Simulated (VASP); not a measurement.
Calculation: PBE GGA, VASP's PBE PAW potentials (set 64) (plane waves; VASP).

The input files of a VASP run:

### POSCAR
```
Cl
1
    1.5200000000    -4.8064230000     0.0000000000
    1.5200000000     4.8064230000     0.0000000000
    0.0000000000     0.0000000000     4.0149550000
Cl
4
Direct
  0.3983200000   0.6016800000   0.5805600000
  0.6016800000   0.3983200000   0.4194400000
  0.8983200000   0.1016800000   0.9194400000
  0.1016800000   0.8983200000   0.0805600000
```

### KPOINTS
```
Regular mesh
0
Gamma
7 7 5
```

**INCAR**
```
LWAVE = .FALSE.
SIGMA = 0.5
LCHARG = .FALSE.
ISMEAR = 0
NELM = 100   ! most electronic steps
LREAL = .FALSE.   ! projection in real space or not
EDIFF = 1E-6
GGA = PE   ! PBE
SYSTEM = Cl
ALGO = Normal
PREC = Accurate
LASPH = .TRUE.   ! aspherical one-centre terms
ENCUT = 400   ! plane-wave cut-off (eV)
ISIF = 2   ! forces and stress, cell fixed
```

POTCAR, in this order: Cl (PBE.64 set). Program: vasp_std.

Output of the run:

OUTCAR:
```
 ion  position               nearest neighbor table
   1  0.398  0.602  0.581-   3 2.04   3 2.04   2 2.06
   2  0.602  0.398  0.419-   4 2.04   4 2.04   1 2.06
   3  0.898  0.102  0.919-   1 2.04   1 2.04   4 2.06
   4  0.102  0.898  0.081-   2 2.04   2 2.04   3 2.06
  LATTYP: Found a base centered orthorhombic cell.
 ALAT       =     3.0400000000
 B/A-ratio  =     3.1621203947
 C/A-ratio  =     1.3207088816
 Subroutine PRICEL returns:
 Original cell was already a primitive cell.
 Subroutine GETGRP returns: Found  8 space group operations
The static configuration has the point symmetry C_2h.
 The point group associated with its full space group is D_2h.
The dynamic configuration has the point symmetry C_2h.
 Subroutine INISYM returns: Found  8 space group operations
 Subroutine IBZKPT returns following result:
 Found     48 irreducible k-points:

 Following reciprocal coordinates:
            Coordinates               Weight
  0.000000  0.000000  0.000000      1.000000
  0.142857 -0.000000  0.000000      4.000000
  0.285714 -0.000000  0.000000      4.000000
  0.428571 -0.000000  0.000000      4.000000
  0.142857  0.142857  0.000000      2.000000
  0.285714  0.142857  0.000000      4.000000
  0.428571  0.142857  0.000000      4.000000
 -0.428571  0.142857  0.000000      4.000000
 -0.285714  0.142857  0.000000      4.000000
 -0.142857  0.142857  0.000000      2.000000
  0.285714  0.285714  0.000000      2.000000
  0.428571  0.285714  0.000000      4.000000
 -0.428571  0.285714  0.000000      4.000000
 -0.285714  0.285714  0.000000      2.000000
  0.428571  0.428571  0.000000      2.000000
 -0.428571  0.428571  0.000000      2.000000
  0.000000  0.000000  0.200000      2.000000
  0.142857 -0.000000  0.200000      8.000000
  0.285714 -0.000000  0.200000      8.000000
...
```

### OSZICAR
```
       N       E                     dE             d eps       ncg     rms          rms(c)
DAV:   1     0.171670684508E+03    0.17167E+03   -0.12355E+04  1728   0.116E+03
DAV:   2     0.131966096646E+02   -0.15847E+03   -0.15597E+03  2528   0.238E+02
DAV:   3     0.539864812770E+01   -0.77980E+01   -0.76517E+01  2092   0.609E+01
DAV:   4     0.526010522610E+01   -0.13854E+00   -0.13803E+00  2266   0.840E+00
DAV:   5     0.525820984841E+01   -0.18954E-02   -0.18944E-02  2066   0.980E-01    0.605E+01
DAV:   6     0.528872265305E+01    0.30513E-01   -0.39531E-02  2012   0.125E+00    0.360E+01
DAV:   7     0.529261432538E+01    0.38917E-02   -0.56377E-02  1996   0.153E+00    0.496E-01
DAV:   8     0.529324513487E+01    0.63081E-03   -0.34010E-03  1924   0.417E-01    0.143E-01
DAV:   9     0.529325006826E+01    0.49334E-05   -0.23293E-04  2186   0.100E-01    0.577E-02
DAV:  10     0.529324064648E+01   -0.94218E-05   -0.14803E-05  2046   0.293E-02    0.271E-02
DAV:  11     0.529323853121E+01   -0.21153E-05   -0.29338E-06  1396   0.139E-02    0.678E-03
DAV:  12     0.529323807044E+01   -0.46077E-06   -0.43327E-07  1096   0.540E-03
   1 F= 0.52932381E+01 E0= 0.54410195E+01  d E =-.295563E+00
```

### OUTCAR
```
------------------------ aborting loop because EDIFF is reached ----------------------------------------
  FORCE on cell =-STRESS in cart. coord.  units (eV):
  Direction    XX          YY          ZZ          XY          YZ          ZX
  --------------------------------------------------------------------------------------
  Total       33.4834343     22.4668174     28.5946809      0.0000000      0.0000000      0.0000000
  in kB      914.4591797    613.5866230    780.9434413      0.0000000      0.0000000      0.0000000
  external PRESSURE =     769.6630813 kB  Pullay stress =       0.0000000 kB
  volume of cell :       58.66
      direct lattice vectors                 reciprocal lattice vectors
     1.520000000 -4.806423000  0.000000000     0.328947368 -0.104027465  0.000000000
     1.520000000  4.806423000  0.000000000     0.328947368  0.104027465  0.000000000
     0.000000000  0.000000000  4.014955000     0.000000000  0.000000000  0.249068794
 POSITION                                       TOTAL-FORCE (eV/Angst)
 -----------------------------------------------------------------------------------
      1.52000      0.97743      2.33092         0.000000      4.929932     -5.883092
      1.52000     -0.97743      1.68403         0.000000     -4.929932      5.883092
      1.52000     -3.82899      3.69151         0.000000      4.929932      5.883092
      1.52000      3.82899      0.32344         0.000000     -4.929932     -5.883092
 -----------------------------------------------------------------------------------
    total drift:                                0.000000     -0.000000     -0.000000
  FREE ENERGIE OF THE ION-ELECTRON SYSTEM (eV)
  ---------------------------------------------------
  free  energy   TOTEN  =         5.2932380704 eV

  energy  without entropy=        5.5888010263  energy(sigma->0) =        5.44101955
```
(Selected blocks of OUTCAR.)

The structure was generated: Cl was put into the black-P type (Cmce), which need not be its known phase. The cell was not relaxed at this level. The k-mesh is coarse (spacing up to 0.31 per Å, 2π included), so the numbers may not be converged in it. The run is one of a series of settings (SIGMA = 0.5 against the base run), some of them coarse on purpose.
